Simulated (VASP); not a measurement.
# SbW2: relaxation of cell and atoms with PBE

Crystal: SbW2.

```
Sb W
1.0
     0.00000    3.13159    3.13159
     3.13159    0.00000    3.13159
     3.13159    3.13159    0.00000
Sb W
1 2
Direct
  0.50000 0.50000 0.50000
  0.25000 0.25000 0.25000
  0.75000 0.75000 0.75000
```

The cell was built by a generator and needn't be a form met in nature.

The cell isn't the ideal one: random cell by space group and Wyckoff sites (Fm-3m, No. 225).

* Program: VASP 6.6.1
* Task: relaxation of cell and atoms
* Functional: PBE
* Potentials or basis: VASP PAW PBE potentials, release 64 (Sb, W_sv)
* Cutoff: 600 eV
* k mesh: 12 × 12 × 12
* Occupations: gaussian, width 0.1 eV
* Spin: no spin polarisation
* Dipole correction: no
* Further INCAR settings: ALGO = Normal; EDIFF = 1e-06; IBRION = 2; EDIFFG = -0.01; NSW = 100; ISIF = 3

The relaxed volume is 20.53 Å³/atom and the relaxed cell is a = 4.433 Å, b = 4.433 Å, c = 4.433 Å, α = 60.00°, β = 60.00°, γ = 60.00°. The space group after relaxing (to 0.05 Å) is Fm-3m (No. 225), the energy gained by relaxing is 0.1 meV/atom and the ionic steps are 3. The pressure after relaxing is 0.0 GPa.

Step by step:
```tsv
step	energy change (eV)	largest force (eV/Å)	pressure (GPa)	volume (Å³)
1	0.0000	0.0000	0.45	61.42
2	0.0009	0.0000	-0.98	61.94
3	-0.0002	0.0000	0.00	61.58
```

Final structure:
```
Sb W
1.0
     0.00000    3.13426    3.13426
     3.13426    0.00000    3.13426
     3.13426    3.13426    0.00000
Sb W
1 2
Direct
  0.50000 0.50000 0.50000
  0.25000 0.25000 0.25000
  0.75000 0.75000 0.75000
```

Levels at points of the mesh, in eV from the Fermi level:
```
           k point  band 14  band 15  band 16  band 17  band 18  band 19  band 20
(0.00, 0.00, 0.00)    -3.00     0.85     1.68     1.68     1.68     3.54     3.54
(0.50, 0.00, 0.00)    -1.42    -0.88    -0.81    -0.45    -0.45    -0.30    -0.30
(0.50, 0.50, 0.00)    -2.72    -2.45     0.11     0.11     0.42     0.42     1.81
```

It took 3.5 min on 1 thread of Intel(R) Xeon(R) Platinum 8559C (Emerald Rapids), with other jobs on the host, peak memory 0.26 GiB.

Caveat: the bands computed are all filled at some k points, so no gap is given. Spin-orbit coupling is left out, which matters for the levels of Sb, W.
